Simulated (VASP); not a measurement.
**A point defect in a supercell of TaAs**

How easily does a point defect form in TaAs? The host is relaxed first, then a supercell is run with and without the defect. The start is a computed cell from the Materials Project.

Program: VASP 6.6.1. Level of theory: LDA; plane waves and PAW (Ta, As), in the first sound run; inputs show where later runs differ. Results are calculated unless marked as measured.

## Step 1: The host crystal

Symmetry: I4_1md, No. 109, tetragonal system. Conventional cell: a = 3.444 Å, b = 3.444 Å, c = 11.736 Å, α = 90.00°, β = 90.00°, γ = 90.00°. Nearest to Ta lie 6 As at 2.61 to 2.62 Å. Nearest to As lie 6 Ta at 2.61 to 2.62 Å. Farther neighbours are not listed.

## Step 2: The host at zero pressure

First cell and atoms are relaxed at a raised cutoff, so that later runs start from this functional's own cell.

The input, INCAR:

```
SYSTEM = TaAs
PREC = Accurate
ENCUT = 350
EDIFF = 1E-06
NELM = 120
ISMEAR = 0
SIGMA = 0.05
LREAL = .FALSE.
ALGO = Normal
GGA = CA
NBANDS = 16
LASPH = .TRUE.
LORBIT = 11
LWAVE = .FALSE.
LCHARG = .FALSE.
KPAR = 4
IBRION = 2
NSW = 40
ISIF = 3
EDIFFG = -0.02
POTIM = 0.4
```

The input, POSCAR:

```
TaAs
1.0
   -1.7218133622      1.7218133622      5.8679415361
    1.7218133622     -1.7218133622      5.8679415361
    1.7218133622      1.7218133622     -5.8679415361
Ta As
2 2
Direct
    0.4999673000      0.4999673000      0.0000000000
    0.2499673000      0.7499673000      0.5000000000
    0.0826321200      0.0826321200      0.0000000000
    0.8326321200      0.3326321200      0.5000000000
```

The input, KPOINTS:

```
Automatic mesh
0
Gamma
8 8 8
0 0 0
```

The projector-augmented-wave data sets are Ta and As (LDA family, release 64).

Command:

```sh
mpirun -np 4 vasp_std
```

Log:

```text
[banner, memory and clock lines left out]
running    4 mpi-ranks, on    1 nodes
 distrk:  each k-point on    1 cores,    4 groups
 distr:  one band on    1 cores,    1 groups

 POSCAR found type information on POSCAR TaAs
 POSCAR found :  2 types and       4 ions
 LDA part: xc-table for (Slater(with rela. corr.)+CA(PZ))
 , standard interpolation
 POSCAR, INCAR and KPOINTS ok, starting setup
 FFT: planning ... GRIDC
 FFT: planning ... GRID_SOFT
 FFT: planning ... GRID
 WAVECAR not read
 entering main loop
       N       E                     dE             d eps       ncg     rms          rms(c)
DAV:   1     0.302942189878E+02    0.30294E+02   -0.66666E+03  1888   0.774E+02
DAV:   2    -0.383100759275E+02   -0.68604E+02   -0.66802E+02  2592   0.143E+02
DAV:   3    -0.409065873497E+02   -0.25965E+01   -0.25823E+01  2712   0.297E+01
DAV:   4    -0.409303150894E+02   -0.23728E-01   -0.23718E-01  2368   0.299E+00
DAV:   5    -0.409307385599E+02   -0.42347E-03   -0.42342E-03  2720   0.347E-01    0.214E+01
DAV:   6    -0.392094832188E+02    0.17213E+01   -0.48010E+00  2520   0.947E+00    0.921E+00
DAV:   7    -0.390228567014E+02    0.18663E+00   -0.48616E-01  3048   0.369E+00    0.226E+00
DAV:   8    -0.389923163393E+02    0.30540E-01   -0.43015E-02  2336   0.914E-01    0.241E-01
DAV:   9    -0.389916599603E+02    0.65638E-03   -0.22064E-03  2728   0.284E-01    0.139E-01
DAV:  10    -0.389915356471E+02    0.12431E-03   -0.16446E-04  2480   0.716E-02    0.184E-02
DAV:  11    -0.389915344670E+02    0.11801E-05   -0.13462E-05  2752   0.170E-02    0.882E-03
DAV:  12    -0.389915339428E+02    0.52422E-06   -0.14868E-06  1744   0.702E-03
   1 F= -.38991534E+02 E0= -.38990760E+02  d E =-.389915E+02
 curvature:   0.00 expect dE= 0.000E+00 dE for cont linesearch  0.000E+00
 trial: gam= 0.00000 g(F)=  0.830E-04 g(S)=  0.292E+00 ort = 0.000E+00 (trialstep = 0.100E+01)
 search vector abs. value=  0.292E+00
 bond charge predicted
       N       E                     dE             d eps       ncg     rms          rms(c)
DAV:   1    -0.391085245793E+02   -0.11699E+00   -0.73679E+00  1920   0.178E+01    0.541E+00
DAV:   2    -0.389720190229E+02    0.13651E+00   -0.18994E-01  2720   0.241E+00    0.293E+00
DAV:   3    -0.389164591394E+02    0.55560E-01   -0.12780E-01  2136   0.172E+00    0.507E-01
DAV:   4    -0.389158354226E+02    0.62372E-03   -0.27868E-03  2696   0.306E-01    0.370E-01
DAV:   5    -0.389155228274E+02    0.31260E-03   -0.76916E-04  2584   0.142E-01    0.941E-02
DAV:   6    -0.389155192628E+02    0.35645E-05   -0.50355E-05  2352   0.403E-02    0.383E-02
DAV:   7    -0.389155168035E+02    0.24593E-05   -0.72665E-06  2616   0.166E-02    0.101E-02
DAV:   8    -0.389155165287E+02    0.27483E-06   -0.28655E-07  1344   0.322E-03
   2 F= -.38915517E+02 E0= -.38914932E+02  d E =0.760174E-01
[...]
3 F= -.39053386E+02 E0= -.39052690E+02  d E =-.618522E-01
[...]
4 F= -.39053398E+02 E0= -.39052703E+02  d E =-.618638E-01
[...]
5 F= -.39054282E+02 E0= -.39053665E+02  d E =-.884032E-03
[...]
6 F= -.39054553E+02 E0= -.39053978E+02  d E =-.115521E-02
 curvature:  -0.88 expect dE=-0.191E-03 dE for cont linesearch -0.152E-06
 trial: gam= 0.13529 g(F)=  0.181E-03 g(S)=  0.353E-04 ort = 0.152E-04 (trialstep = 0.104E+01)
 search vector abs. value=  0.245E-03
 bond charge predicted
       N       E                     dE             d eps       ncg     rms          rms(c)
DAV:   1    -0.390546325457E+02   -0.79455E-04   -0.12060E-02  1896   0.612E-01    0.436E-02
DAV:   2    -0.390546446395E+02   -0.12094E-04   -0.23849E-04  2760   0.846E-02    0.235E-02
DAV:   3    -0.390546397533E+02    0.48863E-05   -0.73289E-06  2176   0.150E-02    0.657E-03
DAV:   4    -0.390546392484E+02    0.50483E-06   -0.87168E-07  1760   0.533E-03
   7 F= -.39054639E+02 E0= -.39054065E+02  d E =-.863015E-04
 trial-energy change:   -0.000086  1 .order   -0.000088   -0.000228    0.000052
 step:   0.8492(harm=  0.8492)  dis= 0.00127  next Energy=   -39.054646 (dE=-0.929E-04)
 reached required accuracy - stopping structural energy minimisation
```

The job ended after 68 s (4 MPI ranks of Intel Xeon Platinum 8488C (Sapphire Rapids), shared host; peak memory 0.88 GiB).

The logs omit lines about the potential files and the build; timing stands in the text.

From OUTCAR (step 2):

```text
ion  position               nearest neighbor table
   1  0.500  0.500  0.000-   4 2.61   4 2.61   3 2.62   3 2.62   3 2.62   3 2.62   2 3.40   2 3.40
                             2 3.40   2 3.40
   2  0.250  0.750  0.500-   3 2.61   3 2.61   4 2.62   4 2.62   4 2.62   4 2.62   1 3.40   1 3.40
                             1 3.40   1 3.40
   3  0.083  0.083  0.000-   2 2.61   2 2.61   1 2.62   1 2.62   1 2.62   1 2.62
   4  0.833  0.333  0.500-   1 2.61   1 2.61   2 2.62   2 2.62   2 2.62   2 2.62

  LATTYP: Found a body centered tetragonal cell.
 ALAT       =     3.4436267244
 C/A-ratio  =     3.4080009279

 Subroutine GETGRP returns: Found  8 space group operations
 (whereof  4 operations were pure point group operations)

The static configuration has the point symmetry C_2v.
 The point group associated with its full space group is C_4v.

 Found     59 irreducible k-points:

   k-points           NKPTS =     59   k-points in BZ     NKDIM =     59   number of bands    NBANDS=     16

   dimension x,y,z NGX =    40 NGY =   40 NGZ =   40
   dimension x,y,z NGXF=    80 NGYF=   80 NGZF=   80

   ENCUT  =  350.0 eV  25.72 Ry    5.07 a.u.   9.69  9.69  9.69*2*pi/ulx,y,z

   NELECT =      20.0000    total number of electrons

 k-points in reciprocal lattice and weights: Automatic mesh
   0.00000000  0.00000000  0.00000000       0.002
   0.12500000  0.00000000 -0.00000000       0.016
   0.25000000  0.00000000 -0.00000000       0.016
   0.37500000  0.00000000  0.00000000       0.016
   0.50000000  0.00000000 -0.00000000       0.008
   0.12500000  0.12500000 -0.00000000       0.016
   0.25000000  0.12500000 -0.00000000       0.031
   0.37500000  0.12500000 -0.00000000       0.031
   0.50000000  0.12500000 -0.00000000       0.031
[...]
-0.37500000 -0.37500000  0.37500000       0.004
   0.50000000  0.50000000  0.50000000       0.002

 average (electrostatic) potential at core
       1 -34.7666       2 -34.7666       3 -50.5243       4 -50.5243

 E-fermi :   7.4951

 k-point     1 :       0.0000    0.0000    0.0000
  band No.  band energies     occupation
    ...
      6       4.9680      2.00000
      7       5.0437      2.00000
      8       5.4714      2.00000
      9       5.8412      2.00000
     10       5.8412      2.00000
     11       8.3909      0.00000
     12       9.0968      0.00000
     13       9.9603      0.00000
     14      10.7200      0.00000
     15      10.7200      0.00000
    ...

 k-point     2 :       0.1250    0.0000   -0.0000
  band No.  band energies     occupation
    ...
      6       4.8028      2.00000
      7       5.2200      2.00000
      8       5.4137      2.00000
      9       5.7541      2.00000
     10       6.1352      2.00000
     11       8.1353      0.00000
     12       8.7884      0.00000
     13       9.7353      0.00000
     14      10.2922      0.00000
     15      10.7834      0.00000
    ...

 k-point     3 :       0.2500    0.0000   -0.0000
  band No.  band energies     occupation
    ...
      6       4.4434      2.00000
      7       5.4125      2.00000
      8       5.4980      2.00000
      9       5.5933      2.00000
     10       6.7598      2.00000
     11       7.8128      0.00000
     12       8.6856      0.00000
     13       9.0161      0.00000
     14       9.7918      0.00000
     15      10.5805      0.00000
    ...

  Total       -0.0331206     -0.0331206     -0.0429206      0.0000000      0.0000000      0.0000000
  in kB       -0.7926472     -0.7926472     -1.0271802      0.0000000      0.0000000      0.0000000
  external PRESSURE =      -0.8708248 kB  Pullay stress =       0.0000000 kB

  energy-cutoff  :      350.00
  volume of cell :       66.95
      direct lattice vectors                 reciprocal lattice vectors
    -1.703531674  1.703531674  5.767253680     0.000000000  0.293507898  0.086696377
     1.703531674 -1.703531674  5.767253680     0.293507898  0.000000000  0.086696377
     1.703531674  1.703531674 -5.767253680     0.293507898  0.293507898  0.000000000

 POSITION                                       TOTAL-FORCE (eV/Angst)
 -----------------------------------------------------------------------------------
      0.00000      0.00000      5.77094         0.000000     -0.000000     -0.004615
      1.70353      0.00000      2.88732        -0.000000      0.000000     -0.004615
      1.70353      1.70353     -4.81820        -0.000000      0.000000      0.004615
      0.00000      1.70353      3.83268         0.000000     -0.000000      0.004615
 -----------------------------------------------------------------------------------
    total drift:                                0.000001      0.000001      0.001682

  FREE ENERGIE OF THE ION-ELECTRON SYSTEM (eV)
  ---------------------------------------------------
  free  energy   TOTEN  =       -39.0546392484 eV

  energy  without entropy=      -39.0534915354  energy(sigma->0) =      -39.05406539

 reached required accuracy - stopping structural energy minimisation

 total charge
# of ion       s       p       d       tot
------------------------------------------
    1        0.533   0.721   3.485   4.740
    2        0.533   0.721   3.485   4.740
    3        1.198   1.710   0.087   2.995
    4        1.198   1.710   0.087   2.995
--------------------------------------------------
tot          3.463   4.862   7.145  15.470

[... 3 further parts left out ...]
```

The data set Ta keeps the semicore shell frozen, which is cheaper and a little less accurate. The run keeps the 8 symmetry operations of its start, so it cannot find a distortion of lower symmetry.

Step by step:

```
step  energy less that of the first step (eV)  largest force (eV/Å)  pressure (GPa)  volume (Å³)
   1                                   0.0000                0.0232           -7.31        69.59
   2                                   0.0760                0.0465           12.93        63.38
   3                                  -0.0619                0.0329           -0.12        67.01
   4                                  -0.0619                0.0331            0.04        66.96
   5                                  -0.0627                0.0337            0.05        66.93
   6                                  -0.0630                0.0343            0.06        66.90
   7                                  -0.0631                0.0046           -0.09        66.95
```

```
conventional cell, symmetrised  before   after  change
                         a (Å)   3.444   3.407  -1.1 %
                         b (Å)   3.444   3.407  -1.1 %
                         c (Å)  11.736  11.535  -1.7 %
              volume (Å³/atom)   17.40   16.74  -3.8 %
```

Final coordinates:

```xyz
4
Lattice="-1.7035 1.7035 5.7673 1.7035 -1.7035 5.7673 1.7035 1.7035 -5.7673" Properties=species:S:1:pos:R:3 pbc="T T T"
Ta    0.0000    0.0000    5.7709
Ta    1.7035    0.0000    2.8873
As    0.0000    0.0000    0.9491
As    0.0000    1.7035    3.8327
```

This step gave:

| Item | Value |
| --- | --- |
| electronic cycles | 45 |
| electrons | 20 |
| free energy (TOTEN) | -39.05 eV |
| energy at zero smearing | -39.05 eV |
| Fermi energy | 7.495 eV |
| labelled metallic, from the levels on this mesh | yes |

The run ended after 7 ionic steps, 0.063 eV below its first step, once forces and stress met EDIFFG = -0.02.

[end of part 1 of 3]

[Lines on the potential files, build, host, timing and source positions are cut from VASP's logs without a mark.]

[Logs are printed without paths, hosts, clocks, repeated set-up lines and the standing remarks that a program may print on its own settings, such as how far it seeks lower states.]

[Hosts, paths, dates, database ids (printed as entryN), source tags and the programs' standing remarks are cut or masked in the printed files.]

[In band tables of VASP the shares of atoms and orbitals are scaled to a sum of 1 inside the atoms' spheres.]

[Runs that stopped without an error message from VASP are left out.]
